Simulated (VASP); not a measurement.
Data:

```yaml
crystal:
  lattice:
    - [4.53220, 0.00000, 0.00000]
    - [0.00000, 4.53220, 0.00000]
    - [0.00000, 0.00000, 3.02965]
  atoms:
    - { symbol: Mg, position: [0.50000, 0.50000, 0.50000] }
    - { symbol: Mg, position: [0.00000, 0.00000, 0.00000] }
    - { symbol: H, position: [0.69557, 0.69557, 0.00000] }
    - { symbol: H, position: [0.30443, 0.30443, 0.00000] }
    - { symbol: H, position: [0.80443, 0.19557, 0.50000] }
    - { symbol: H, position: [0.19557, 0.80443, 0.50000] }
```

Computed with PBE GGA, VASP's PBE PAW potentials (set 64) (plane waves; VASP). Numerical set-up: 300 eV cut-off, 6×6×9 Γ-centred mesh, Gaussian smearing of 0.010 eV, potentials Mg H.

At this cut-off the stress carries a Pulay error, which pulls relaxed volumes low.

Question: What does the run give for the energy per atom (σ→0), pressure?

Answer: 
| Property | Result |
|---|---|
| energy per atom (σ→0) | -2.932 eV/atom |
| pressure | -2.26 GPa |

The structure comes from a computed database's MgH2 entry; how it stands against other phases isn't given here. The cell was not relaxed at this level.
